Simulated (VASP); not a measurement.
Wanted: the native input for a VASP 6.6.1 run.

| Property | Result |
| --- | --- |
| Task | relaxation of cell and atoms |
| Functional | PBE |
| Potentials or basis | VASP PAW PBE potentials, release 64 (Ge_d, Se) |
| Cutoff | 600 eV |
| k mesh | 4 × 4 × 4 |
| Occupations | gaussian, width 0.1 eV |
| Spin | no spin polarisation |
| Dipole correction | no |
| Further INCAR settings | ALGO = Fast; EDIFF = 1e-07; IBRION = 2; EDIFFG = -0.04; NSW = 90; ISIF = 3 |

The structure of GeSe7 lies in POSCAR:

```
GeSe7
1.0
    0.0000000000      5.2495331900      5.2495331900
    5.2495331900      0.0000000000      5.2495331900
    5.2495331900      5.2495331900      0.0000000000
Ge Se
1 7
Direct
    0.0000000000      0.0000000000      0.0000000000
    0.5000000000      0.5000000000      0.5000000000
    0.0000000000      0.0000000000      0.5000000000
    0.5000000000      0.0000000000      0.5000000000
    0.0000000000      0.5000000000      0.5000000000
    0.5000000000      0.5000000000      0.0000000000
    0.0000000000      0.5000000000      0.0000000000
    0.5000000000      0.0000000000      0.0000000000
```

The cell was built by a generator and needn't be a form met in nature.

The cell isn't the ideal one: species swapped into the Mg7Sc type (Fm-3m, No. 225).

The input as run:

INCAR

```
SYSTEM = GeSe7
PREC = Accurate
ENCUT = 600
EDIFF = 1E-7
ISMEAR = 0
SIGMA = 0.1
LREAL = .False.
LASPH = .True.
NELM = 100
ALGO = Fast
ISIF = 3
LWAVE = .False.
LCHARG = .False.
GGA = PE
IBRION = 2
NSW = 90
EDIFFG = -0.04
```

KPOINTS

```
regular mesh
0
Gamma
  4 4 4
  0 0 0
```

Potentials or basis: VASP PAW PBE potentials, release 64 (Ge_d, Se).

Command:

```sh
$ cat potpaw_PBE.64/Ge_d/POTCAR potpaw_PBE.64/Se/POTCAR > POTCAR
$ mpirun -np 1 vasp_std > vasp.out
```

Results of the run:

```
Relaxed volume                         : 20.66 Å³/atom
Relaxed cell                           : a = 6.160 Å, b = 6.160 Å, c = 6.160 Å, α = 60.00°, β = 60.00°, γ = 60.00°
Space group after relaxing (to 0.05 Å) : Fm-3m (No. 225)
Energy gained by relaxing              : 809.6 meV/atom
Ionic steps                            : 5
Pressure after relaxing                : -0.1 GPa
Band gap on the k mesh                 : none (metal or under the smearing width)
```

Caveat: the volume moved by over 15 % at a fixed basis, so the end points are rough.

Wall time 10 min on 1 thread of Intel(R) Xeon(R) 6975P-C (Granite Rapids), with other jobs on the host, peak memory 0.58 GiB.
